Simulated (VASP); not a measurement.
# ZnRe2 (Fm-3m) in VASP: settings compared

Aim: see how the results for ZnRe2 move with the level of theory and the settings. Levels: AM05, PW91. Tasks: band structure.

Everything below comes from runs of VASP 6.6.1. Logs are shortened: lines on timing, memory, paths and dates and some standing lists are left out, and cuts for length are marked.

## Step 1: The crystal as given

The structure is cubic, space group Fm-3m (No. 225). Conventional cell: a = 5.791 Å, b = 5.791 Å, c = 5.791 Å, α = 90.00°, β = 90.00°, γ = 90.00°. Zn (site symmetry m-3m) has 8 Re at 2.51 Å as nearest neighbours. Re (site symmetry -43m) is surrounded by 4 Zn at 2.51 Å.

The cell was built by a generator and needn't be a form met in nature.

## Step 2: Band structure, AM05

Input file INCAR:

```
PREC     = Accurate       # precision mode
ENCUT    = 520            # plane-wave cutoff, eV
EDIFF    = 1E-6           # SCF threshold, eV
ISMEAR   = -1             # smearing method
SIGMA    = 0.05           # smearing width, eV
LREAL    = F              # projectors in reciprocal space
LASPH    = T              # aspherical terms in the spheres
NELM     = 100            # most SCF steps
ALGO     = Fast           # electronic algorithm
ISIF     = 2              # what is computed and relaxed
LWAVE    = F              # write WAVECAR
LCHARG   = F              # write CHGCAR
LMAXMIX  = 4              # l up to which the mixer works
GGA      = AM             # functional
NBANDS   = 20             # bands
```

Input file KPOINTS:

```
Automatic mesh
0
Gamma
  8 8 8
```

Input file POSCAR:

```
ZnRe2
1.0
    0.0000000000      2.8955600000      2.8955600000
    2.8955600000      0.0000000000      2.8955600000
    2.8955600000      2.8955600000      0.0000000000
Zn Re
1 2
Direct
    0.0000000000      0.0000000000      0.0000000000
    0.7500000000      0.7500000000      0.7500000000
    0.2500000000      0.2500000000      0.2500000000
```

Input file KPOINTS_OPT:

```
path GXWKGLUWLK,UX
20
line-mode
reciprocal
 0.0000000000  0.0000000000  0.0000000000  G
 0.5000000000  0.0000000000  0.5000000000  X

 0.5000000000  0.0000000000  0.5000000000  X
 0.5000000000  0.2500000000  0.7500000000  W

 0.5000000000  0.2500000000  0.7500000000  W
 0.3750000000  0.3750000000  0.7500000000  K

 0.3750000000  0.3750000000  0.7500000000  K
 0.0000000000  0.0000000000  0.0000000000  G

 0.0000000000  0.0000000000  0.0000000000  G
 0.5000000000  0.5000000000  0.5000000000  L

 0.5000000000  0.5000000000  0.5000000000  L
 0.6250000000  0.2500000000  0.6250000000  U

 0.6250000000  0.2500000000  0.6250000000  U
 0.5000000000  0.2500000000  0.7500000000  W

 0.5000000000  0.2500000000  0.7500000000  W
 0.5000000000  0.5000000000  0.5000000000  L

 0.5000000000  0.5000000000  0.5000000000  L
 0.3750000000  0.3750000000  0.7500000000  K

 0.6250000000  0.2500000000  0.6250000000  U
 0.5000000000  0.0000000000  0.5000000000  X
```

Potentials or basis: VASP PAW PBE potentials, release 64 (Zn, Re).

On the command line:

```
$ cat potpaw_PBE.64/Zn/POTCAR potpaw_PBE.64/Re/POTCAR > POTCAR
$ mpirun -np 1 vasp_std > vasp.out
```

OUTCAR:

```text
PREC = Accurate
   ENCUT = 520
   EDIFF = 1E-6
   ISMEAR = -1
   LREAL = F
   LASPH = T
   NELM = 100
   ISIF = 2
   GGA = AM

 ion  position               nearest neighbor table
   1  0.000  0.000  0.000-   2 2.51   3 2.51   2 2.51   2 2.51   2 2.51   3 2.51   3 2.51   3 2.51

   2  0.750  0.750  0.750-   1 2.51   1 2.51   1 2.51   1 2.51   3 2.90   3 2.90   3 2.90   3 2.90
                             3 2.90   3 2.90
   3  0.250  0.250  0.250-   1 2.51   1 2.51   1 2.51   1 2.51   2 2.90   2 2.90   2 2.90   2 2.90
                             2 2.90   2 2.90

  LATTYP: Found a face centered cubic cell.
 ALAT       =     5.7911200000

  Lattice vectors:

 A1 = (   0.0000000000,   2.8955600000,   2.8955600000)
 A2 = (   2.8955600000,   0.0000000000,   2.8955600000)
 A3 = (   2.8955600000,   2.8955600000,   0.0000000000)

Analysis of symmetry for initial positions (statically):
=====================================================================
 Subroutine PRICEL returns:
 Original cell was already a primitive cell.

 Routine SETGRP: Setting up the symmetry group for a
 face centered cubic supercell.

 Subroutine GETGRP returns: Found 48 space group operations
 (whereof 48 operations were pure point group operations)
 out of a pool of 48 trial point group operations.

The static configuration has the point symmetry O_h .

Analysis of symmetry for dynamics (positions and initial velocities):
=====================================================================
 Subroutine PRICEL returns:
 Original cell was already a primitive cell.

 Routine SETGRP: Setting up the symmetry group for a
 face centered cubic supercell.

 Subroutine GETGRP returns: Found 48 space group operations
 (whereof 48 operations were pure point group operations)
 out of a pool of 48 trial point group operations.

The dynamic configuration has the point symmetry O_h .

 Subroutine INISYM returns: Found 48 space group operations
 (whereof 48 operations are pure point group operations),
 and found     1 'primitive' translations

----------------------------------------------------------------------------------------

                                     Primitive cell

  volume of cell :      48.5543

  direct lattice vectors                    reciprocal lattice vectors
     0.000000000  2.895560000  2.895560000    -0.172678169  0.172678169  0.172678169
     2.895560000  0.000000000  2.895560000     0.172678169 -0.172678169  0.172678169
     2.895560000  2.895560000  0.000000000     0.172678169  0.172678169 -0.172678169

  length of vectors
     4.094940223  4.094940223  4.094940223     0.299087363  0.299087363  0.299087363

  position of ions in fractional coordinates (direct lattice)
     0.000000000  0.000000000  0.000000000
     0.750000000  0.750000000  0.750000000
     0.250000000  0.250000000  0.250000000

  ion indices of the primitive-cell ions
   primitive index   ion index
                 1           1
                 2           2
                 3           3

----------------------------------------------------------------------------------------

 KPOINTS: Automatic mesh

Automatic generation of k-mesh.
 Grid dimensions read from file:
 generate k-points for:    8    8    8

 Generating k-lattice:

  Cartesian coordinates                     Fractional coordinates (reciprocal lattice)
    -0.021584771  0.021584771  0.021584771     0.125000000  0.000000000  0.000000000
     0.021584771 -0.021584771  0.021584771     0.000000000  0.125000000  0.000000000
     0.021584771  0.021584771 -0.021584771     0.000000000  0.000000000  0.125000000

  Length of vectors
     0.037385920  0.037385920  0.037385920

  Shift w.r.t. Gamma in fractional coordinates (k-lattice)
     0.000000000  0.000000000  0.000000000

 Subroutine IBZKPT returns following result:
 ===========================================

 Found     29 irreducible k-points:

 Following reciprocal coordinates:
            Coordinates               Weight
  0.000000  0.000000  0.000000      1.000000
  0.125000  0.000000  0.000000      8.000000
  0.250000  0.000000  0.000000      8.000000
  0.375000  0.000000  0.000000      8.000000
  0.500000  0.000000  0.000000      4.000000
  0.125000  0.125000  0.000000      6.000000
[... 16 lines left out ...]
  0.500000  0.250000  0.125000     48.000000
 -0.375000  0.250000  0.125000     24.000000
 [... further k-points ...]
   k-points           NKPTS =     29   k-points in BZ     NKDIM =     29   number of bands    NBANDS=     20
   number of dos      NEDOS =    301   number of ions     NIONS =      3
   total plane-waves  NPLWV =  27000
   dimension x,y,z NGX =    30 NGY =   30 NGZ =   30
   dimension x,y,z NGXF=    60 NGYF=   60 NGZF=   60
   ions per type =               1   2
   NGX,Y,Z   is equivalent  to a cutoff of  12.18, 12.18, 12.18 a.u.
   NGXF,Y,Z  is equivalent  to a cutoff of  24.36, 24.36, 24.36 a.u.
 SYSTEM =  unknown system
   PREC   = accura    normal or accurate (medium, high low for compatibility)
   ISTART =      0    job   : 0-new  1-cont  2-samecut
   ICHARG =      2    charge: 1-file 2-atom 10-const
   ISPIN  =      1    spin polarized calculation?
   LNONCOLLINEAR =      F non collinear calculations
   LSORBIT =      F    spin-orbit coupling
   LASPH  =      T    aspherical Exc in radial PAW
   ENCUT  =  520.0 eV  38.22 Ry    6.18 a.u.   7.61  7.61  7.61*2*pi/ulx,y,z
   NELM   =    100;   NELMIN=  2; NELMDL= -5     # of ELM steps
   EDIFF  = 0.1E-05   stopping-criterion for ELM
   LREAL  =      F    real-space projection
   EDIFFG = 0.1E-04   stopping-criterion for IOM
   NSW    =      0    number of steps for IOM
   IBRION =     -1    ionic relax: 0-MD 1-quasi-New 2-CG
   NFREE  =      0    steps in history (QN), initial steepest desc. (CG)
   ISIF   =      2    stress and relaxation
   ISYM   =      2    0-nonsym 1-usesym 2-fastsym
   POTIM  = 0.5000    time-step for ionic-motion
   TEBEG  =    0.0;   TEEND  =   0.0 temperature during run
   PSTRESS=    0.0 pullay stress
   NELECT =      26.0000    total number of electrons
   NUPDOWN=      -1.0000    fix difference up-down
   EMIN   =  10.00;   EMAX   =-10.00  energy-range for DOS
   EFERMI =   0.00;   METHOD = LEGACY
   ISMEAR =    -1;   SIGMA  =   0.05  broadening in eV -4-tet -1-fermi 0-gaus
   EFERMI_NEDOS =   21; number of points for ismear=-14 and -15
   IALGO  =     68    algorithm
   IMIX   =      4    mixing-type and parameters
     AMIX     =   0.40;   BMIX     =  1.00
     AMIX_MAG =   1.60;   BMIX_MAG =  1.00
  volume/ion in A,a.u.               =      16.18       109.22
  Fermi-wavevector in a.u.,A,eV,Ry     =   1.329403  2.512208 24.045751  1.767313
  Thomas-Fermi vector in A             =   2.458568
   LORBIT       =      0    0 simple, 1 ext, 2 COOP (PROOUT), +10 PAW based schemes
   GGA     = AM    functional components
   LHFCALC =     F    Hartree Fock is set to
   AEXX    =    0.0000 exact exchange contribution
   IVDW    =     0    specifies the selected vdW correction
   LEPSILON=     F    determine dielectric tensor
   LRPA    =     F    only Hartree local field effects (RPA)
 non-spin polarized calculation
 RMM-DIIS sequential band-by-band and
  energy-cutoff  :      520.00
  volume of cell :       48.55
 maximum number of plane-waves:      1325
   NGX = 15   NGY = 15   NGZ = 15

 number of electron      26.0000001 magnetization

 Free energy of the ion-electron system (eV)
  ---------------------------------------------------
  ext. energy  EPLUGINS =         0.00000000
  ---------------------------------------------------
  free energy    TOTEN  =       -23.50648320 eV

  energy without entropy =      -23.47182528  energy(sigma->0) =      -23.48915424

 E-fermi :   5.1037     XC(G=0): -12.5876

 val. band max:        5.1032442927   @ k =  -0.3750   0.3750   0.0000
 cond. band min:       5.1309797166   @ k =   0.5000   0.2500   0.1250
 fundamental gap:      0.0277354239
 Fermi energy:         5.1037244691

 k-point     1 :       0.0000    0.0000    0.0000
  band No.  band energies     occupation
      1      -4.5107      2.00000
      2      -2.7247      2.00000
      3      -2.7247      2.00000
      4      -2.6040      2.00000
      5      -2.6040      2.00000
      6      -2.6040      2.00000
[... 12 lines left out ...]
     19      12.4616      0.00000
     20      12.4645      0.00000

 k-point     2 :       0.1250    0.0000    0.0000
  band No.  band energies     occupation
      1      -4.2485      2.00000
      2      -2.6944      2.00000
      3      -2.6944      2.00000
      4      -2.6333      2.00000
      5      -2.6163      2.00000
      6      -2.6163      2.00000
[... 12 lines left out ...]
     19      13.0369      0.00000
     20      13.0883      0.00000

 k-point     3 :       0.2500    0.0000    0.0000
  band No.  band energies     occupation
      1      -3.5251      2.00000
      2      -2.6672      2.00000
      3      -2.6455      2.00000
      4      -2.6455      2.00000
      5      -2.6218      2.00000
      6      -2.6218      2.00000
[... 12 lines left out ...]
     19      13.7436      0.00000
     20      14.1221      0.00000

 k-point     4 :       0.3750    0.0000    0.0000
  band No.  band energies     occupation
      1      -2.8917      2.00000
      2      -2.6742      2.00000
      3      -2.6742      2.00000
      4      -2.5504      2.00000
      5      -2.5504      2.00000
      6      -2.2885      2.00000
[... 12 lines left out ...]
     19      13.8616      0.00000
     20      14.8843      0.00000

 k-point     5 :       0.5000    0.0000    0.0000
  band No.  band energies     occupation
      1      -2.8442      2.00000
      2      -2.6860      2.00000
      3      -2.6860      2.00000
      4      -2.5213      2.00000
      5      -2.5213      2.00000
      6      -1.6688      2.00000
[... 12 lines left out ...]
     19      13.9477      0.00000
     20      14.2798      0.00000
[... 353 lines left out ...]
      6      -0.9983      2.00000
[... 12 lines left out ...]
     19       9.3780      0.00000
     20      12.8499      0.00000

 k-point    22 :       0.3750    0.2500    0.1250
  band No.  band energies     occupation
      1      -3.0364      2.00000
      2      -2.7448      2.00000
      3      -2.6612      2.00000
      4      -2.6492      2.00000
      5      -2.5512      2.00000
      6      -2.5393      2.00000
[... 12 lines left out ...]
     19      11.4562      0.00000
     20      13.8514      0.00000

 k-point    23 :       0.5000    0.2500    0.1250
  band No.  band energies     occupation
      1      -2.8475      2.00000
      2      -2.7832      2.00000
      3      -2.6787      2.00000
      4      -2.5856      2.00000
      5      -2.4880      2.00000
      6      -1.8887      2.00000
[... 12 lines left out ...]
     19      11.0866      0.00000
     20      15.0582      0.00000

 k-point    24 :      -0.3750    0.2500    0.1250
  band No.  band energies     occupation
      1      -2.8509      2.00000
      2      -2.7959      2.00000
      3      -2.6865      2.00000
      4      -2.5564      2.00000
      5      -2.4719      2.00000
      6      -1.3603      2.00000
[... 12 lines left out ...]
     19      10.9307      0.00000
     20      14.9683      0.00000

 [... further k-points ...]

------------------------ aborting loop because EDIFF is reached ----------------------------------------

  FORCE on cell =-STRESS in cart. coord.  units (eV):
  Direction    XX          YY          ZZ          XY          YZ          ZX
  --------------------------------------------------------------------------------------
  -------------------------------------------------------------------------------------
  Total       -2.5563814     -2.5563814     -2.5563814      0.0000000     -0.0000000      0.0000000
  in kB      -84.3545528    -84.3545528    -84.3545528      0.0000000     -0.0000000      0.0000000
  external PRESSURE =     -84.3545528 kB  Pullay stress =       0.0000000 kB

 VOLUME and BASIS-vectors are now :
 -----------------------------------------------------------------------------
  energy-cutoff  :      520.00
  volume of cell :       48.55
      direct lattice vectors                 reciprocal lattice vectors
     0.000000000  2.895560000  2.895560000    -0.172678169  0.172678169  0.172678169
     2.895560000  0.000000000  2.895560000     0.172678169 -0.172678169  0.172678169
     2.895560000  2.895560000  0.000000000     0.172678169  0.172678169 -0.172678169

 POSITION                                       TOTAL-FORCE (eV/Angst)
 -----------------------------------------------------------------------------------
      0.00000      0.00000      0.00000         0.000000      0.000000      0.000000
      4.34334      4.34334      4.34334        -0.000000      0.000000     -0.000000
      1.44778      1.44778      1.44778        -0.000000     -0.000000      0.000000
 -----------------------------------------------------------------------------------
    total drift:                                0.000000     -0.000000     -0.000000

  FREE ENERGIE OF THE ION-ELECTRON SYSTEM (eV)
  ---------------------------------------------------
  free  energy   TOTEN  =       -23.5064832009 eV

  energy  without entropy=      -23.4718252752  energy(sigma->0) =      -23.48915424
```

Wall time 78 s (1 thread of Intel Xeon 6975P-C (Granite Rapids), shared host); peak memory 0.19 GiB.

Results:

* Free energy: -23.5065 eV
* Pressure: -8.4 GPa
* Band gap along the path: none (metal or under the smearing width)

Levels at the corners of the path, in eV from the Fermi level:
```tsv
point	band 11	band 12	band 13	band 14	band 15	band 16
Γ	-3.28	1.79	1.79	1.79	3.56	3.56
X	-1.18	-1.18	0.27	0.27	1.32	1.32
X	-1.18	-1.18	0.27	0.27	1.32	1.32
W	-1.99	-0.33	-0.22	-0.22	0.80	1.05
W	-1.99	-0.33	-0.22	-0.22	0.80	1.05
K	-1.80	-0.53	0.00	0.17	0.46	0.92
K	-1.80	-0.53	0.00	0.17	0.46	0.92
Γ	-3.28	1.79	1.79	1.79	3.56	3.56
Γ	-3.28	1.79	1.79	1.79	3.56	3.56
L	-1.48	-0.74	-0.74	-0.73	-0.22	-0.22
L	-1.48	-0.74	-0.74	-0.73	-0.22	-0.22
U	-1.80	-0.53	0.00	0.17	0.46	0.92
U	-1.80	-0.53	0.00	0.17	0.46	0.92
W	-1.99	-0.33	-0.22	-0.22	0.80	1.05
W	-1.99	-0.33	-0.22	-0.22	0.80	1.05
L	-1.48	-0.74	-0.74	-0.73	-0.22	-0.22
L	-1.48	-0.74	-0.74	-0.73	-0.22	-0.22
K	-1.80	-0.53	0.00	0.17	0.46	0.92
U	-1.80	-0.53	0.00	0.17	0.46	0.92
X	-1.18	-1.18	0.27	0.27	1.32	1.32
```

Caveat: the PAW data sets were made with another functional, which shifts forces and pressure a little; spin-orbit coupling is left out, which moves the levels of the heavy elements.

## Step 3: Band structure, PW91

INCAR: that of step 2 with these lines changed.

```diff
@@ -13,3 +13,3 @@
 LMAXMIX  = 4              # l up to which the mixer works
-GGA      = AM             # functional
+GGA      = 91             # functional
 NBANDS   = 20             # bands
```

KPOINTS is that of step 2.

POSCAR is that of step 2.

KPOINTS_OPT is that of step 2.

Potentials or basis: VASP PAW PBE potentials, release 64 (Zn, Re).

On the command line:

```
$ cat potpaw_PBE.64/Zn/POTCAR potpaw_PBE.64/Re/POTCAR > POTCAR
$ mpirun -np 1 vasp_std > vasp.out
```

Run time: 77 s. Hardware: 1 thread of Intel Xeon 6975P-C (Granite Rapids), shared host; peak memory 0.2 GiB.

Results (log left out):

```yaml
Free_energy: -22.0137 eV
Pressure: 1.7 GPa
Band_gap_along_the_path: none (metal or under the smearing width)
```

Levels at the corners of the path, in eV from the Fermi level:
| point | band 10 | band 11 | band 12 | band 13 | band 14 | band 15 | band 16 | band 17 |
| --- | --- | --- | --- | --- | --- | --- | --- | --- |
| Γ | -3.31 | -3.31 | 1.80 | 1.80 | 1.80 | 3.55 | 3.55 | 5.80 |
| X | -2.06 | -1.17 | -1.17 | 0.27 | 0.27 | 1.38 | 1.38 | 1.82 |
| X | -2.06 | -1.17 | -1.17 | 0.27 | 0.27 | 1.38 | 1.38 | 1.82 |
| W | -2.00 | -2.00 | -0.26 | -0.23 | -0.23 | 0.80 | 1.08 | 1.10 |
| W | -2.00 | -2.00 | -0.26 | -0.23 | -0.23 | 0.80 | 1.08 | 1.10 |
| K | -2.62 | -1.79 | -0.50 | 0.01 | 0.17 | 0.46 | 0.94 | 1.21 |
| K | -2.62 | -1.79 | -0.50 | 0.01 | 0.17 | 0.46 | 0.94 | 1.21 |
| Γ | -3.31 | -3.31 | 1.80 | 1.80 | 1.80 | 3.55 | 3.55 | 5.80 |
| Γ | -3.31 | -3.31 | 1.80 | 1.80 | 1.80 | 3.55 | 3.55 | 5.80 |
| L | -1.49 | -1.49 | -0.75 | -0.75 | -0.72 | -0.23 | -0.23 | 0.22 |
| L | -1.49 | -1.49 | -0.75 | -0.75 | -0.72 | -0.23 | -0.23 | 0.22 |
| U | -2.62 | -1.79 | -0.50 | 0.01 | 0.17 | 0.46 | 0.94 | 1.21 |
| U | -2.62 | -1.79 | -0.50 | 0.01 | 0.17 | 0.46 | 0.94 | 1.21 |
| W | -2.00 | -2.00 | -0.26 | -0.23 | -0.23 | 0.80 | 1.08 | 1.10 |
| W | -2.00 | -2.00 | -0.26 | -0.23 | -0.23 | 0.80 | 1.08 | 1.10 |
| L | -1.49 | -1.49 | -0.75 | -0.75 | -0.72 | -0.23 | -0.23 | 0.22 |
| L | -1.49 | -1.49 | -0.75 | -0.75 | -0.72 | -0.23 | -0.23 | 0.22 |
| K | -2.62 | -1.79 | -0.50 | 0.01 | 0.17 | 0.46 | 0.94 | 1.21 |
| U | -2.62 | -1.79 | -0.50 | 0.01 | 0.17 | 0.46 | 0.94 | 1.21 |
| X | -2.06 | -1.17 | -1.17 | 0.27 | 0.27 | 1.38 | 1.38 | 1.82 |

Caveat: the PAW data sets were made with another functional, which shifts forces and pressure a little; spin-orbit coupling is left out, which moves the levels of the heavy elements.

## Step 4: The reference run

An earlier run on the cell as given: functional PBE; potentials or basis VASP PAW PBE potentials, release 64 (Zn, Re); cutoff 520 eV; k mesh 8 × 8 × 8; occupations fermi-dirac, width 0.05 eV; no spin polarisation.

* Pressure: 0.3 GPa
* Band gap on the k mesh: none (metal or under the smearing width)

## Step 5: Summary

```tsv
task	level	pressure (GPa)
band structure	AM05	-8.4
band structure	PW91	1.7
single point	PBE	0.3
```

Alike in all rows: potentials or basis VASP PAW PBE potentials, release 64 (Zn, Re); no spin polarisation; cell as given; k mesh 8 × 8 × 8; cutoff (eV) 520; smearing fermi-dirac 0.05 eV.

The pressure there spans -8.4 GPa (AM05) to 1.7 GPa (PW91); a positive pressure means that this level wants a larger cell, a negative one a smaller.

Caveats: the PAW data sets were made with another functional, which shifts forces and pressure a little (some runs); spin-orbit coupling is left out, which moves the levels of the heavy elements (some runs).

Total energies depend on the potentials used, so only differences within one code and one set of settings carry meaning.
